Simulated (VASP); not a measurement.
Data:

```cif
data_BrCs
_chemical_formula_sum 'Cs1 Br1'
_space_group_name_H-M_alt 'P 1'
_space_group_IT_number 1
_cell_length_a 4.32214
_cell_length_b 4.32214
_cell_length_c 4.32214
_cell_angle_alpha 90.000
_cell_angle_beta 90.000
_cell_angle_gamma 90.000
loop_
_space_group_symop_operation_xyz
  'x, y, z'
loop_
_atom_site_label
_atom_site_type_symbol
_atom_site_fract_x
_atom_site_fract_y
_atom_site_fract_z
_atom_site_occupancy
Cs1 Cs 0.00000 0.00000 0.00000 1
Br1 Br 0.50000 0.50000 0.50000 1
```

Method: r2SCAN meta-GGA, VASP's PBE PAW potentials (set 64) (plane waves; VASP). Numerical set-up: 480 eV cut-off, 6×6×6 Γ-centred mesh, Gaussian smearing of 0.050 eV, potentials Cs_sv Br.

Each relaxation starts from this cell; other phases were not tried.

Task: The cell is relaxed at 5 GPa. What happens?

Result: The volume per atom goes from 40.37 to 33.29 Å³ (-17.5 %), and the cell becomes a = b = c = 4.0532 Å, α = β = γ = 90.00°, space group Pm-3m. The gap on the mesh goes from 5.18 to 5.10 eV.

Task: The cell is relaxed at 20 GPa. What happens?

Result: The volume per atom goes from 40.37 to 26.34 Å³ (-34.7 %), and the cell becomes a = 3.7489 Å, b = 3.7489 Å, c = 3.7489 Å, α = 90.00°, β = 90.00°, γ = 90.00°, space group Pm-3m. The gap on the mesh goes from 5.18 to 4.28 eV.

Failed runs are left out, and for metals the shear rows, which the mesh's noise covers.

The compound is CsBr in the CsCl type structure.
